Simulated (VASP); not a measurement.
Ni:

```
CELL_PARAMETERS angstrom
0.00000 1.76194 1.76194
1.76194 0.00000 1.76194
1.76194 1.76194 0.00000
ATOMIC_POSITIONS crystal
Ni 0.00000 0.00000 0.00000
```

Base run:

* Program: VASP 6.6.1
* Functional: PBE
* Potentials or basis: VASP PAW PBE potentials, release 64 (Ni)
* Cutoff: 520 eV
* k mesh: 10 × 10 × 10
* Occupations: gaussian, width 0.1 eV
* Spin: collinear spin, ferromagnetic start
* Starting moments: [0.8] μB

Its results: band gap on the k mesh none (metal or under the smearing width); pressure -0.4 GPa; net moment 0.72 μB per cell; site moments Ni +0.73 μB.

Problem. The run is repeated on the same cell with these changes: k mesh from 10 × 10 × 10 to 14 × 14 × 14. What comes out?

Solution. Band gap on the k mesh none (metal or under the smearing width); pressure -1.1 GPa; net moment 0.59 μB per cell; site moments Ni +0.61 μB.
